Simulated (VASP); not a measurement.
# LuBRh3 in VASP: further runs, part 2 of 2

VASP 6.6.1. The steps go on from the part before.

## 4. Single point, PBE

INCAR

```
SYSTEM = LuBRh3
PREC = Accurate
ENCUT = 520
EDIFF = 1E-6
ISMEAR = -1
SIGMA = 0.1
LREAL = .False.
LASPH = .True.
NELM = 100
ALGO = Normal
ISIF = 2
LWAVE = .False.
LCHARG = .False.
GGA = PE
NBANDS = 44
```

KPOINTS

```
regular mesh
0
Gamma
  4 4 3
  0 0 0
```

POSCAR

```
LuBRh3
1.0
    4.0106660000      0.0503040000     -0.1537640000
    0.8650450000      4.1422460000     -0.5727460000
    0.3312440000      0.6103090000      4.7385840000
Rh Lu B
3 1 1
Direct
    0.5489801952      0.4154260669      0.1437929577
    0.9643102424      0.8243222221     -0.0126707777
    0.9394667976      0.6697728039      0.4976779703
    0.3507300760      0.1408914097      0.6945285028
    0.4890710536      0.9036522537      0.1637659552
```

Potentials or basis: VASP PAW PBE potentials, release 64 (Rh_pv, Lu, B).

Launch:

```console
$ cat potpaw_PBE.64/Rh_pv/POTCAR potpaw_PBE.64/Lu/POTCAR potpaw_PBE.64/B/POTCAR > POTCAR
$ mpirun -np 1 vasp_std > vasp.out
```

OUTCAR:

```text
SYSTEM = LuBRh3
   PREC = Accurate
   ENCUT = 520
   EDIFF = 1E-6
   ISMEAR = -1
   LREAL = .False.
   LASPH = .True.
   NELM = 100
   ISIF = 2
   GGA = PE

 ion  position               nearest neighbor table
   1  0.549  0.415  0.144-   5 2.05   5 2.25   4 2.68   2 2.72   3 2.73   2 2.75   2 2.79   3 2.94
                             4 3.03
   2  0.964  0.824  0.987-   5 2.02   5 2.39   3 2.45   3 2.53   4 2.64   1 2.72   1 2.75   1 2.79
                             4 2.93   4 3.29
   3  0.939  0.670  0.498-   2 2.45   5 2.49   2 2.53   4 2.68   1 2.73   4 2.88   1 2.94   4 3.04

   4  0.351  0.141  0.695-   5 2.49   2 2.64   3 2.68   1 2.68   5 2.74   3 2.88   2 2.93   1 3.03
                             3 3.04   2 3.29
   5  0.489  0.904  0.164-   2 2.02   1 2.05   1 2.25   2 2.39   4 2.49   3 2.49   4 2.74

  LATTYP: Found a triclinic cell.
 ALAT       =     4.0139277053
 B/A-ratio  =     1.0638438630
 C/A-ratio  =     1.1931440295
 COS(alpha) =     0.0049184409
 COS(beta)  =     0.0328029300
 COS(gamma) =     0.2197078384

  Lattice vectors:

 A1 = (   4.0106660000,   0.0503040000,  -0.1537640000)
 A2 = (   0.8650450000,   4.1422460000,  -0.5727460000)
 A3 = (   0.3312440000,   0.6103090000,   4.7385840000)

Analysis of symmetry for initial positions (statically):
=====================================================================
 Subroutine PRICEL returns:
 Original cell was already a primitive cell.

 Routine SETGRP: Setting up the symmetry group for a
 triclinic supercell.

 Subroutine GETGRP returns: Found  1 space group operations
 (whereof  1 operations were pure point group operations)
 out of a pool of  2 trial point group operations.

The static configuration has the point symmetry C_1 .

Analysis of symmetry for dynamics (positions and initial velocities):
=====================================================================
 Subroutine PRICEL returns:
 Original cell was already a primitive cell.

 Routine SETGRP: Setting up the symmetry group for a
 triclinic supercell.

 Subroutine GETGRP returns: Found  1 space group operations
 (whereof  1 operations were pure point group operations)
 out of a pool of  2 trial point group operations.

The dynamic configuration has the point symmetry C_1 .

 Subroutine INISYM returns: Found  1 space group operations
 (whereof  1 operations are pure point group operations),
 and found     1 'primitive' translations

----------------------------------------------------------------------------------------

                                     Primitive cell

  volume of cell :      80.0389

  direct lattice vectors                    reciprocal lattice vectors
     4.010666000  0.050304000 -0.153764000     0.249602880 -0.053584053 -0.010546743
     0.865045000  4.142246000 -0.572746000    -0.004150649  0.238081958 -0.030373775
     0.331244000  0.610309000  4.738584000     0.007597770  0.027037864  0.207020036

  length of vectors
     4.013927705  4.270192356  4.789193877     0.255507499  0.240047523  0.208916413

  position of ions in fractional coordinates (direct lattice)
     0.548980195  0.415426067  0.143792958
     0.964310242  0.824322222  0.987329222
[... 37 lines left out ...]

 Following reciprocal coordinates:
            Coordinates               Weight
  0.000000  0.000000  0.000000      1.000000
  0.250000 -0.000000  0.000000      2.000000
  0.500000 -0.000000  0.000000      1.000000
 -0.000000  0.250000  0.000000      2.000000
  0.250000  0.250000 -0.000000      2.000000
  0.500000  0.250000 -0.000000      2.000000
[... 16 lines left out ...]
  0.000000 -0.250000  0.333333      2.000000
  0.250000 -0.250000  0.333333      2.000000
 [... further k-points ...]
   k-points           NKPTS =     26   k-points in BZ     NKDIM =     26   number of bands    NBANDS=     44
   number of dos      NEDOS =    301   number of ions     NIONS =      5
   total plane-waves  NPLWV =  34560
   dimension x,y,z NGX =    30 NGY =   32 NGZ =   36
   dimension x,y,z NGXF=    60 NGYF=   64 NGZF=   72
   ions per type =               3   1   1
   NGX,Y,Z   is equivalent  to a cutoff of  12.43, 12.46, 12.50 a.u.
   NGXF,Y,Z  is equivalent  to a cutoff of  24.85, 24.92, 24.99 a.u.
 SYSTEM =  LuBRh3
   PREC   = accura    normal or accurate (medium, high low for compatibility)
   ISTART =      0    job   : 0-new  1-cont  2-samecut
   ICHARG =      2    charge: 1-file 2-atom 10-const
   ISPIN  =      1    spin polarized calculation?
   LNONCOLLINEAR =      F non collinear calculations
   LSORBIT =      F    spin-orbit coupling
   LASPH  =      T    aspherical Exc in radial PAW
   ENCUT  =  520.0 eV  38.22 Ry    6.18 a.u.   7.46  7.94  8.90*2*pi/ulx,y,z
   NELM   =    100;   NELMIN=  2; NELMDL= -5     # of ELM steps
   EDIFF  = 0.1E-05   stopping-criterion for ELM
   LREAL  =      F    real-space projection
   EDIFFG = 0.1E-04   stopping-criterion for IOM
   NSW    =      0    number of steps for IOM
   IBRION =     -1    ionic relax: 0-MD 1-quasi-New 2-CG
   NFREE  =      0    steps in history (QN), initial steepest desc. (CG)
   ISIF   =      2    stress and relaxation
   ISYM   =      2    0-nonsym 1-usesym 2-fastsym
   POTIM  = 0.5000    time-step for ionic-motion
   TEBEG  =    0.0;   TEEND  =   0.0 temperature during run
   PSTRESS=    0.0 pullay stress
   NELECT =      73.0000    total number of electrons
   NUPDOWN=      -1.0000    fix difference up-down
   EMIN   =  10.00;   EMAX   =-10.00  energy-range for DOS
   EFERMI =   0.00;   METHOD = LEGACY
   ISMEAR =    -1;   SIGMA  =   0.10  broadening in eV -4-tet -1-fermi 0-gaus
   EFERMI_NEDOS =   21; number of points for ismear=-14 and -15
   IALGO  =     38    algorithm
   IMIX   =      4    mixing-type and parameters
     AMIX     =   0.40;   BMIX     =  1.00
     AMIX_MAG =   1.60;   BMIX_MAG =  1.00
  volume/ion in A,a.u.               =      16.01       108.03
  Fermi-wavevector in a.u.,A,eV,Ry     =   1.587628  3.000182 34.294345  2.520563
  Thomas-Fermi vector in A             =   2.686756
   LORBIT       =      0    0 simple, 1 ext, 2 COOP (PROOUT), +10 PAW based schemes
   GGA     = PE    functional components
   LHFCALC =     F    Hartree Fock is set to
   AEXX    =    0.0000 exact exchange contribution
   IVDW    =     0    specifies the selected vdW correction
   LEPSILON=     F    determine dielectric tensor
   LRPA    =     F    only Hartree local field effects (RPA)
 non-spin polarized calculation
  energy-cutoff  :      520.00
  volume of cell :       80.04
 maximum number of plane-waves:      2176
 NGX is ok and might be reduce to    30
   NGX = 15   NGY = 15   NGZ = 17

 number of electron      72.9999986 magnetization

 Free energy of the ion-electron system (eV)
  ---------------------------------------------------
  ext. energy  EPLUGINS =         0.00000000
  ---------------------------------------------------
  free energy    TOTEN  =       -33.35928697 eV

  energy without entropy =      -33.21571464  energy(sigma->0) =      -33.28750080

 E-fermi :   6.9245     XC(G=0): -12.3086

 val. band max:        6.9092009467   @ k =   0.2500   0.2500  -0.0000
 cond. band min:       6.9332573566   @ k =   0.2500   0.5000   0.3333
 fundamental gap:      0.0240564100
 Fermi energy:         6.9245030440

 k-point     1 :       0.0000    0.0000    0.0000
  band No.  band energies     occupation
      1     -48.5633      2.00000
      2     -39.8639      2.00000
      3     -39.6302      2.00000
      4     -39.4933      2.00000
      5     -39.3036      2.00000
      6     -39.0390      2.00000
[... 1117 lines left out ...]
     43      11.7837      0.00000
     44      12.3624      0.00000

 [... further k-points ...]

------------------------ aborting loop because EDIFF is reached ----------------------------------------

  FORCE on cell =-STRESS in cart. coord.  units (eV):
  Direction    XX          YY          ZZ          XY          YZ          ZX
  --------------------------------------------------------------------------------------
  -------------------------------------------------------------------------------------
  Total       -0.8235893      0.8412936      5.6881379     -0.3267547     -0.5982972      0.4537964
  in kB      -16.4861918     16.8405873    113.8622452     -6.5408101    -11.9764091      9.0838655
  external PRESSURE =      38.0722136 kB  Pullay stress =       0.0000000 kB

 VOLUME and BASIS-vectors are now :
 -----------------------------------------------------------------------------
  energy-cutoff  :      520.00
  volume of cell :       80.04
      direct lattice vectors                 reciprocal lattice vectors
     4.010666000  0.050304000 -0.153764000     0.249602880 -0.053584053 -0.010546743
     0.865045000  4.142246000 -0.572746000    -0.004150649  0.238081958 -0.030373775
     0.331244000  0.610309000  4.738584000     0.007597770  0.027037864  0.207020036

 POSITION                                       TOTAL-FORCE (eV/Angst)
 -----------------------------------------------------------------------------------
      2.60877      1.83617      0.35903        -0.214572     -0.895062      0.738480
      4.90765      4.06563      4.05814         0.807406      0.170530      0.811425
      4.51212      3.12536      1.83022        -0.291791      0.079051     -0.636613
      1.75860      1.02513      3.15646         0.005927      0.213949     -1.783897
      2.79745      3.86770      0.18325        -0.306970      0.431533      0.870605
 -----------------------------------------------------------------------------------
    total drift:                                0.000580      0.000624      0.000096

  FREE ENERGIE OF THE ION-ELECTRON SYSTEM (eV)
  ---------------------------------------------------
  free  energy   TOTEN  =       -33.3592869666 eV

  energy  without entropy=      -33.2157146361  energy(sigma->0) =      -33.28750080
```

OSZICAR:

```text
N       E                     dE             d eps       ncg     rms          rms(c)
DAV:   1     0.734748678690E+03    0.73475E+03   -0.37538E+04  3532   0.465E+03
DAV:   2     0.418461767395E+02   -0.69290E+03   -0.67331E+03  2792   0.883E+02
DAV:   3    -0.297409800511E+02   -0.71587E+02   -0.67981E+02  2780   0.169E+02
DAV:   4    -0.355687213785E+02   -0.58277E+01   -0.57189E+01  3616   0.411E+01
DAV:   5    -0.358227212778E+02   -0.25400E+00   -0.25348E+00  3120   0.645E+00    0.185E+01
DAV:   6    -0.343829654329E+02    0.14398E+01   -0.22063E+01  3024   0.320E+01    0.816E+00
DAV:   7    -0.333778920222E+02    0.10051E+01   -0.57303E+00  3360   0.514E+01    0.451E+00
DAV:   8    -0.334190035931E+02   -0.41112E-01   -0.10525E+00  3432   0.952E+00    0.285E+00
DAV:   9    -0.333720263342E+02    0.46977E-01   -0.48119E-01  3068   0.579E+00    0.158E+00
DAV:  10    -0.333596936423E+02    0.12333E-01   -0.87096E-02  2624   0.247E+00    0.336E-01
DAV:  11    -0.333595528939E+02    0.14075E-03   -0.12648E-02  3264   0.109E+00    0.244E-01
DAV:  12    -0.333592504513E+02    0.30244E-03   -0.30056E-03  2992   0.499E-01    0.111E-01
DAV:  13    -0.333592946949E+02   -0.44244E-04   -0.53383E-04  3412   0.382E-01    0.224E-02
DAV:  14    -0.333592878086E+02    0.68863E-05   -0.62555E-05  3352   0.141E-01    0.684E-03
DAV:  15    -0.333592869666E+02    0.84199E-06   -0.71563E-06  2904   0.206E-02
   1 F= -.33359287E+02 E0= -.33287501E+02  d E =-.143572E+00
```

stdout:

```text
POSCAR found type information on POSCAR RhLuB
 POSCAR found :  3 types and       5 ions
 scaLAPACK will be used
 LDA part: xc-table for (Slater+PW92), standard interpolation
 POSCAR, INCAR and KPOINTS ok, starting setup
 FFT: planning ... GRIDC
 FFT: planning ... GRID_SOFT
 FFT: planning ... GRID
 WAVECAR not read
 entering main loop
```

It took 85 s on 1 thread of Intel Xeon Platinum 8488C (Sapphire Rapids), shared host; peak memory 0.24 GiB.

Results:

```yaml
Free_energy: -33.3593 eV
Pressure: 3.8 GPa
Largest_force: 1.797 eV/Å
Band_gap_on_the_k_mesh: none (metal or under the smearing width)
```

Forces in eV/Å, atoms in the order of the input:
```
Rh  -0.215 -0.895  0.738
Rh   0.807  0.171  0.811
Rh  -0.292  0.079 -0.637
Lu   0.006  0.214 -1.784
B   -0.307  0.432  0.871
```

Caveat: the k mesh is coarse (spacing up to 0.44 Å⁻¹), so the values aren't converged. The run has no spin-orbit coupling, so splittings on Lu are missing.
